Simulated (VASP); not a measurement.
```
Si
1.0
    0.00000     2.71455     2.71455
    2.71455     0.00000     2.71455
    2.71455     2.71455     0.00000
Si
2
Cartesian
  0.00000   0.00000   0.00000
  1.35727   1.35727   1.35727
```

The numbers are results of MS2 meta-GGA, VASP's PBE PAW potentials (set 64) (plane waves; VASP), not measurements. Run with 520 eV cut-off, 8×8×8 Γ-centred mesh, Gaussian smearing of 0.050 eV, potentials Si.

Question: Predict the energy per atom (σ→0).

Answer: 
energy per atom (σ→0): -9.744 eV/atom

Only differences to runs with the same potentials and settings are physical.

The compound is Si in the diamond structure. It was relaxed first.
